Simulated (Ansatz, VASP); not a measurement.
**Ga8AsP7 (random zinc-blende alloy of GaAs and GaP): VASP beside Ansatz**

Aim: how closely do two programs agree when they are given the same cell, functional and k mesh? The cell is taken from a series of runs on this material, whose earlier steps may have relaxed, scaled, displaced or heated it; both programs get it as it stands.

Main program and level: Ansatz 0.2.0; plane waves, with VASP 6.6.1 beside it; single point at PBE.

## Step 1: The structure

The cell holds 64 atoms: 32 Ga, 4 As and 28 P. Cell: a = 10.952 Å, b = 10.952 Å, c = 10.952 Å, α = 90.0°, β = 90.0°, γ = 90.0°. It derives from GaP. As first built, before any earlier steps moved the atoms (in the runner's words): zinc-blende GaAs, 2 x 2 x 2 conventional cells, 28 of 32 As sites given to P at random (x = 0.875), lattice by Vegard's rule (a = 5.476 A); every coordinate displaced by a Gaussian of 0.05 A.

## Step 2: Ansatz: single point, PBE

Ansatz runs on its default PAW (the set named soft_2) files.

With cell and atoms fixed, the geometry can't cause a difference; cores, projectors, grids and the points listed under the comparison can.

input.yaml reads:

```yaml
crystal:
  lattice:
    - [10.9524, 0.0, 0.0]
    - [0.0, 10.9524, 0.0]
    - [0.0, 0.0, 10.9524]
  atoms:
    - { symbol: Ga, position: [0.99828, 0.00076, 0.00312] }
    - { symbol: As, position: [0.13377, 0.1241, 0.12153] }
    - { symbol: Ga, position: [0.99046, 0.24983, 0.24444] }
    - { symbol: P, position: [0.11848, 0.37422, 0.3803] }
    - { symbol: Ga, position: [0.24516, 0.99357, 0.25383] }
    - { symbol: P, position: [0.37455, 0.11707, 0.3736] }
    - { symbol: Ga, position: [0.24963, 0.25381, 0.00861] }
    - { symbol: P, position: [0.37701, 0.37701, 0.12989] }
    - { symbol: Ga, position: [0.00185, 0.00061, 0.50884] }
    - { symbol: P, position: [0.12958, 0.12479, 0.63026] }
    - { symbol: Ga, position: [9.0e-05, 0.24279, 0.7491] }
    - { symbol: P, position: [0.12399, 0.37378, 0.87312] }
    - { symbol: Ga, position: [0.25479, 0.0076, 0.75276] }
    - { symbol: P, position: [0.37606, 0.12668, 0.87273] }
    - { symbol: Ga, position: [0.25716, 0.25214, 0.50249] }
    - { symbol: P, position: [0.37349, 0.37062, 0.6211] }
    - { symbol: Ga, position: [0.00765, 0.49789, 0.00116] }
    - { symbol: P, position: [0.12847, 0.6263, 0.12286] }
    - { symbol: Ga, position: [0.99653, 0.7556, 0.2501] }
    - { symbol: P, position: [0.12552, 0.87791, 0.372] }
    - { symbol: Ga, position: [0.2526, 0.50433, 0.25483] }
    - { symbol: P, position: [0.37776, 0.62504, 0.37525] }
    - { symbol: Ga, position: [0.25409, 0.7544, 0.00017] }
    - { symbol: As, position: [0.38075, 0.87146, 0.12849] }
    - { symbol: Ga, position: [0.0018, 0.50048, 0.50077] }
    - { symbol: P, position: [0.12459, 0.62554, 0.63002] }
    - { symbol: Ga, position: [0.9952, 0.75346, 0.75614] }
    - { symbol: P, position: [0.12127, 0.87953, 0.87725] }
    - { symbol: Ga, position: [0.25427, 0.5052, 0.75322] }
    - { symbol: P, position: [0.37042, 0.61674, 0.87414] }
    - { symbol: Ga, position: [0.25458, 0.74979, 0.49535] }
    - { symbol: P, position: [0.37696, 0.87382, 0.62542] }
    - { symbol: Ga, position: [0.49547, 0.9986, 0.99774] }
    - { symbol: P, position: [0.62138, 0.13115, 0.1373] }
    - { symbol: Ga, position: [0.49596, 0.25723, 0.24017] }
    - { symbol: P, position: [0.62839, 0.37978, 0.38351] }
    - { symbol: Ga, position: [0.74846, 0.00405, 0.24233] }
    - { symbol: P, position: [0.87948, 0.12757, 0.37232] }
    - { symbol: Ga, position: [0.75502, 0.24259, 0.999] }
    - { symbol: P, position: [0.86956, 0.37664, 0.1291] }
    - { symbol: Ga, position: [0.50176, 0.99911, 0.50182] }
    - { symbol: P, position: [0.63205, 0.12466, 0.61226] }
    - { symbol: Ga, position: [0.50051, 0.25476, 0.7557] }
    - { symbol: P, position: [0.62792, 0.37773, 0.87275] }
    - { symbol: Ga, position: [0.74997, 0.99824, 0.74282] }
    - { symbol: P, position: [0.87258, 0.12631, 0.87076] }
    - { symbol: Ga, position: [0.75023, 0.24508, 0.49718] }
    - { symbol: P, position: [0.88194, 0.37589, 0.6222] }
    - { symbol: Ga, position: [0.50642, 0.49761, 0.0027] }
    - { symbol: P, position: [0.61817, 0.61751, 0.12071] }
    - { symbol: Ga, position: [0.49603, 0.7497, 0.24497] }
    - { symbol: As, position: [0.62244, 0.87649, 0.36996] }
    - { symbol: Ga, position: [0.74936, 0.50917, 0.24882] }
    - { symbol: P, position: [0.87467, 0.63065, 0.37476] }
    - { symbol: Ga, position: [0.74264, 0.74767, 0.00079] }
    - { symbol: P, position: [0.8712, 0.88877, 0.12448] }
    - { symbol: Ga, position: [0.49141, 0.49661, 0.5011] }
    - { symbol: P, position: [0.62482, 0.6318, 0.62949] }
    - { symbol: Ga, position: [0.50086, 0.75995, 0.74401] }
    - { symbol: P, position: [0.6239, 0.88142, 0.86757] }
    - { symbol: Ga, position: [0.75406, 0.49109, 0.74762] }
    - { symbol: As, position: [0.87742, 0.6222, 0.87103] }
    - { symbol: Ga, position: [0.7586, 0.74733, 0.50007] }
    - { symbol: P, position: [0.87349, 0.87719, 0.62395] }
kpoints:
  mp_grid: { grid: [2, 2, 2] }
hamiltonian:
  xc: pbe
scf:
  occupations: { method: fermi_dirac, width: 0.025 }
output:
  forces: true
```

Command:

```sh
$ ansatz run input.yaml --threads 8 --pin off --max-ram 15872MiB --backend cpu --events-out ev --progress --plain --runs-dir out
```

Numbers of over 12 decimals in the logs are rounded to 6 here.

Output:

```text
Engine: ansatz 0.2.0, aarch64-unknown-linux-gnu
Pseudopotentials: kind: paw
Pseudopotential: Ga, paw, valence charge 13, recommended cutoff 420 eV (normal), Ga.paw.azcp
Pseudopotential: As, paw, valence charge 15, recommended cutoff 420 eV (normal), As.paw.azcp
Pseudopotential: P, paw, valence charge 5, recommended cutoff 420 eV (normal), P.paw.azcp
Functional definition: PBE
  parameter kappa = 0.804
  parameter beta = 0.066725
  exchange = pbe_x(kappa = kappa, mu = beta*pi^2/3)
  correlation = pbe_c(beta = beta)
Crystal: 64 atoms, lattice volume = 1313.796 Å³
Basis set: ecut = 420 eV, 25677 PW (Γ), exchange–correlation on 150×150×150 points (8 copies of the dense FFT grid, shifted against one another)
Bands: 372, of which v1, the nominal top of the filled ones, is band 308 counted from 1 (307 counted from 0)
Symmetry: 1 space group operations
Space group: P1 (ITA 1), of the structure as read, at distance tolerance 1.1e-4 Å
k-points: 8
Non-local potential: Ga, projectors of the file, l = 0: 2, l = 1: 2, l = 2: 3, l = 3: 1
Non-local potential: As, projectors of the file, l = 0: 2, l = 1: 2, l = 2: 3, l = 3: 1
Non-local potential: P, projectors of the file, l = 0: 2, l = 1: 2, l = 2: 2
PAW form: soft (Blöchl's): semilocal exchange-correlation on the pseudo side does not see the compensation charge
PAW one-centre angular grid: Ga, 590 points (default); XC on 64 Gauss nodes
PAW one-centre angular grid: As, 590 points (default); XC on 64 Gauss nodes
PAW one-centre angular grid: P, 110 points (default); XC on 64 Gauss nodes
Initial density: superposition of atomic densities (neutral atoms: chi_scale 0, normalization atom), corrected by the library's trained network
Initial wavefunctions: pseudopotential atomic-orbital guess
Functional: x = pbe(κ = 0.804, μ = 0.219515), c = pbe(β = 0.066725)
SCF iter   1: F=—  HF=-161663.434892 eV  |F-HF|=—  |Δ(HF+E_count)|=         —  Δρ=1.26e-3  dr2=3.29e-2  ethr=1.77e-3  ⟨swp⟩=7.4  Hψ=13468  notcnv=0  defer=20
preconditioner: auto → Resta (q_TF=auto, 2.405 Å⁻¹)  ε∞=4.1  [insulator: Δε(μ)=1.391 eV  Ē_g=13.882 eV  σ=0.025 eV  W_gap=1.00  n_scr=304 (ndim 8)  ℏωp=24.6 eV  f_vac=0.018  D(μ)=0.00/eV (n_scr^D=0)  ε∞_Penn≈4.1]
SCF iter   2: F=—  HF=-161663.409952 eV  |F-HF|=—  |Δ(HF+E_count)|=   2.49e-2  Δρ=7.17e-4  dr2=9.76e-3  ethr=5.35e-6  ⟨swp⟩=3.0  Hψ=4809  notcnv=0  defer=446
SCF iter   3: F=—  HF=-161663.411830 eV  |F-HF|=—  |Δ(HF+E_count)|=   1.88e-3  Δρ=2.54e-4  dr2=1.05e-3  ethr=1.58e-6  ⟨swp⟩=2.0  Hψ=4983  notcnv=0  defer=326
automatic band count: iteration 3 solves 357 bands in place of 372: the levels show a gap, and the empty bands left out lie too high to hold charge; the band table lists the bands solved (type scf.n_extra_bands for more)
SCF iter   4: F=—  HF=-161663.411854 eV  |F-HF|=—  |Δ(HF+E_count)|=   2.32e-5  Δρ=9.94e-5  dr2=2.09e-4  ethr=1.71e-7  ⟨swp⟩=2.0  Hψ=4983  notcnv=0  defer=326
SCF iter   5: F=—  HF=-161663.412023 eV  |F-HF|=—  |Δ(HF+E_count)|=   1.70e-4  Δρ=4.53e-5  dr2=3.19e-5  ethr=3.39e-8  ⟨swp⟩=2.0  Hψ=4823  notcnv=0  defer=326
SCF iter   6: F=—  HF=-161663.411131 eV  |F-HF|=—  |Δ(HF+E_count)|=   8.93e-4  Δρ=1.61e-5  dr2=4.24e-6  ethr=5.18e-9  ⟨swp⟩=2.0  Hψ=4983  notcnv=0  defer=326
SCF iter   7: F=—  HF=-161663.411135 eV  |F-HF|=—  |Δ(HF+E_count)|=   4.06e-6  Δρ=5.05e-6  dr2=3.27e-7  ethr=6.88e-10  ⟨swp⟩=3.0  Hψ=5112  notcnv=0  defer=326
SCF iter   8: F=-161663.411135 eV  HF=-161663.411135 eV  |F-HF|=2.79e-8  |Δ(HF+E_count)|=   5.49e-7  Δρ=1.36e-6  dr2=2.94e-8  ethr=1.62e-11  ⟨swp⟩=4.2  Hψ=10317  notcnv=0
SCF 1 converged in 8 iterations: F = -161663.411135 eV  dr2 = 2.94e-8
  greatest PAW one-centre occupation: 0.999 electrons in one spin orbital (limit 2), on the As atom at site 23 (counted from 0), in its partial waves of l = 2
SCF converged after 8 iterations
Free energy (F): -161663.411135 eV
Harris-Foulkes:  -161663.411135 eV  (|F-HF|=2.79e-8)
Internal energy: -161663.411135 eV  (E = F + TS)
E sigma→0 (E₀):  -161663.411135 eV
Fermi energy:    7.996845 eV
--- Per-component energies (eV) ---
  E_band       = -2912.673250
  E_kinetic    = 6097.715941
  E_local      = -79845.692701  (includes V_loc(G=0)·N_el)
  E_nonlocal   = 11862.722972
  E_hartree    = 37650.652344
  E_xc         = -4257.511609
  E_vxc        = -3885.035675  (∫ρ·V_xc dr)
  E_paw        = -86928.031065  (= ΣΔE_a)
  E_vpaw       = -12443.668627  (= ΣTr[D̂ρ^β])
  E_aug_tail   = -0.003517  (compensation charges beyond the density's cutoff)
  E_ewald      = -46243.263499
  E_smearing   = -0.000000  (= −TS)
  E_closure    = 0.000000  (closes the sum)
  Σ components = -161663.411135   (vs F -161663.411135, Δ=0.00e0)
--- Forces (eV/Å), atoms counted from 1 ---
  atom   1  Ga    -0.08222714     0.27026420    -0.95932732
  atom   2  As    -1.35291463    -0.20260181     0.95928377
  atom   3  Ga     0.97074111     0.34979879     0.50349712
  atom   4  P      0.83972797    -0.24844123    -0.84710772
  atom   5  Ga     0.83213120     0.59503742     0.11109822
  atom   6  P      0.06883234     0.94430390    -0.01772334
  atom   7  Ga     0.87685867     0.86348729    -1.65659558
  atom   8  P     -0.69898145     0.82646842    -0.86125056
  atom   9  Ga     0.18073712     0.29754570    -0.78445809
  atom  10  P      0.00888697     0.16276591    -0.62950867
  atom  11  Ga     0.12925160     0.81757792     0.03920838
  atom  12  P      0.45690887    -0.27728284     0.10389912
  atom  13  Ga    -0.42225695    -1.07530224    -0.15419437
  atom  14  P      0.11603943     0.56520911     0.88241655
  atom  15  Ga    -1.03538224    -0.88875218    -0.96703401
  atom  16  P      0.29908918     0.75068157     1.36263517
  atom  17  Ga    -0.32986868    -0.25939766     0.36899800
  atom  18  P     -0.21817880     0.30329082     0.50083447
  atom  19  Ga     0.22536976    -0.07208809    -0.44633562
  atom  20  P     -0.64180033    -0.70676638     1.07416890
  atom  21  Ga    -0.79049415    -0.41583503     0.05864128
  atom  22  P      0.00965067     0.11419389    -0.10396191
  atom  23  Ga    -0.77749199    -0.75592283    -0.77206043
  atom  24  As    -1.24363232     1.03734295    -0.78892445
[...]
atom  57  Ga     1.13878490     0.57365567     0.28870010
  atom  58  P      0.21655644    -1.00538569    -0.56150334
  atom  59  Ga    -0.09289860    -1.13875707     0.88556479
  atom  60  P      0.02731785    -0.33691827     0.90790262
  atom  61  Ga    -0.50330665     0.55681028    -0.70353472
  atom  62  As    -0.63104034    -0.21552152     1.14950897
  atom  63  Ga    -1.11328863     0.31491839     0.28910180
  atom  64  P      0.52413551    -0.45199633     0.13990444
  max |Σ_I F_I| component: 8.05e-6 eV/Å
```

(Continued in part 2 of 2.)

[Lines on the potential files, build, host, timing and source positions are cut from VASP's logs without a mark.]

[Logs are printed without paths, hosts, clocks, repeated set-up lines and the standing remarks that a program may print on its own settings, such as how far it seeks lower states.]

[Hosts, paths, dates, database ids (printed as entryN), source tags and the programs' standing remarks are cut or masked in the printed files.]
